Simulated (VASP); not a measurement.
Ni3Fe (L1_2) relaxed at rising pressure, in one space group throughout; other phases were not tried. The pressures are those reached. Method: LDA (Ceperley-Alder, Perdew-Zunger), VASP's LDA PAW potentials (set 64) (plane waves; VASP).

```json
[
 {"P (GPa)": "0.03", "V (Å³/atom)": "10.220", "k-mesh": "9×9×9"},
 {"P (GPa)": "4.97", "V (Å³/atom)": "10.030", "k-mesh": "9×9×9"},
 {"P (GPa)": "9.92", "V (Å³/atom)": "9.857", "k-mesh": "9×9×9"},
 {"P (GPa)": "19.85", "V (Å³/atom)": "9.559", "k-mesh": "9×9×9"},
 {"P (GPa)": "29.75", "V (Å³/atom)": "9.303", "k-mesh": "9×9×9"}
]
```

**Question.** Fit an equation of state and predict the volume at 45.07 GPa.

**Answer.** Least squares on the third-order Birch-Murnaghan form, P = (3B0/2)(y⁷ − y⁵)[1 + (3/4)(B′ − 4)(y² − 1)] with y = (V0/V)^(1/3), gives V0 = 10.221 Å³/atom, B0 = 251 GPa and B′ = 4.9, and so 8.971 Å³/atom. The run gave 8.970 Å³/atom, -0.0 % from the fit.

Pressures at which the relaxation failed are left out.

The compound is Ni3Fe in the L1_2 structure. The spin order is the one that the start imposed; others were not tried in this run.
